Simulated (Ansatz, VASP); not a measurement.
**One calculation of Zn3C, two programs**

INCAR

```
SYSTEM = Zn3C
PREC = Accurate
ENCUT = 600
EDIFF = 1E-7
ISMEAR = 0
SIGMA = 0.1
LREAL = .FALSE.
LASPH = .TRUE.
NELM = 100
ALGO = Normal
ISIF = 3
LWAVE = .FALSE.
LCHARG = .FALSE.
GGA = PE
IBRION = 2
NSW = 90
EDIFFG = -0.04
```

The input KPOINTS:

```
regular mesh
0
G
  6 6 4
  0 0 0
```

Contents of POSCAR:

```
Zn3C
1.0
    3.1071858123      0.0000000000      0.0000000000
   -1.5535929061      2.6909018477      0.0000000000
    0.0000000000      0.0000000000      6.4984143403
Zn C
3 1
Direct
    0.0000000000      0.0000000000      0.5000000000
    0.6666666667      0.3333333333      0.1855861399
    0.6666666667      0.3333333333      0.8144138601
    0.0000000000      0.0000000000      0.0000000000
```

Input for Ansatz:

```yaml
crystal:
  lattice:
    - [3.1071858123, 0.0, 0.0]
    - [-1.5535929061, 2.6909018477, 0.0]
    - [0.0, 0.0, 6.4984143403]
  atoms:
    - { symbol: Zn, position: [0.0, 0.0, 0.5] }
    - { symbol: Zn, position: [0.6666666667, 0.3333333333, 0.1855861399] }
    - { symbol: Zn, position: [0.6666666667, 0.3333333333, 0.8144138601] }
    - { symbol: C, position: [0.0, 0.0, 0.0] }
basis:
  ecutwfc: 420
kpoints:
  mp_grid: { grid: [6, 6, 4] }
hamiltonian:
  xc: pbe
scf:
  occupations: { method: gaussian, width: 0.1 }
  lower_state_search: "off"
output:
  forces: true
  stress: true
  eigenvalues: true
relax:
  adjacent_minimum: "off"
  f_tol: 0.04
  max_steps: 70
  cell: { stress_tol: 0.4 }
```

Change from the starting cell: species swapped into the Cd3Ag type (P-6m2, No. 187).

Alike in both runs: task relaxation of cell and atoms; functional PBE; k mesh 6 × 6 × 4; occupations gaussian, width 0.1 eV; no spin polarisation.

```csv
,VASP,Ansatz
version,VASP 6.6.1,Ansatz 0.2.0
potentials or method,"VASP PAW PBE potentials, release 64 (Zn, C)","scalar-relativistic, plane waves, PAW"
plane-wave cutoff (eV),600,420
valence electrons in the cell,40,40
```

```csv
,VASP,Ansatz,Ansatz less VASP
"gap on the k mesh at the Fermi level, each at its own relaxed structure (eV)",none,none,-
relaxed volume (Å³/atom),13.78,13.80,+0.023
relaxed cell length with the largest relative difference (Å),6.536,6.350,-0.1864
energy change over the relaxation (meV/atom),-1,-4,-2.2
```

A gap of «none» marks a metal or a gap that the smearing closes.

Caveats: the k mesh is coarse (spacing up to 0.39 Å⁻¹), so the values aren't converged.
